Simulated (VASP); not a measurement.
Wanted: the native input for a VASP 6.6.1 run.

| Item | Value |
| --- | --- |
| Task | single point |
| Functional | PBE |
| Potentials or basis | VASP PAW PBE potentials, release 64 (N, B, Sb) |
| Cutoff | 520 eV |
| k mesh | 6 × 6 × 4 |
| Occupations | fermi-dirac, width 0.02 eV |
| Spin | no spin polarisation |
| Dipole correction | no |
| Further INCAR settings | ALGO = Fast; EDIFF = 1e-06; NBANDS = 16 |

The structure of B2SbN lies in POSCAR:

```
B2SbN
1.0
    3.1563140651      0.0000000000      0.0000000000
    0.0000000000      3.1563140651      0.0000000000
    0.0000000000      0.0000000000      4.6016431928
N B Sb
1 2 1
Direct
    0.0000000000      0.0000000000      0.0000000000
    0.0000000000      0.5000000000      0.8226586167
    0.5000000000      0.0000000000      0.1773413833
    0.5000000000      0.5000000000      0.5000000000
```

The cell was built by a generator and needn't be a form met in nature.

The input as run:

INCAR

```
SYSTEM = B2SbN
PREC     = Accurate       ! precision mode
ENCUT    = 520            ! plane-wave cutoff, eV
EDIFF    = 1E-6           ! SCF threshold, eV
ISMEAR   = -1             ! smearing method
SIGMA    = 0.02           ! smearing width, eV
LREAL    = .False.        ! projectors in reciprocal space
LASPH    = .True.         ! aspherical terms in the spheres
NELM     = 100            ! most SCF steps
ALGO     = Fast           ! electronic algorithm
ISIF     = 2              ! what is computed and relaxed
LWAVE    = .False.        ! write WAVECAR
LCHARG   = .False.        ! write CHGCAR
GGA      = PE             ! functional
NBANDS   = 16             ! bands
```

KPOINTS

```
Automatic mesh
0
Gamma
  6 6 4
  0 0 0
```

Potentials or basis: VASP PAW PBE potentials, release 64 (N, B, Sb).

Run with:

```bash
$ cat potpaw_PBE.64/N/POTCAR potpaw_PBE.64/B/POTCAR potpaw_PBE.64/Sb/POTCAR > POTCAR
$ mpirun -np 1 vasp_std > vasp.out
```

It gave:

```json
{"Pressure": "2.6 GPa", "Largest force": "0.524 eV/Å", "Band gap on the k mesh": "none (metal or under the smearing width)"}
```

Run time: 7.5 s on 1 thread of Intel(R) Xeon(R) 6975P-C (Granite Rapids), on a shared host, peak memory 0.16 GiB.
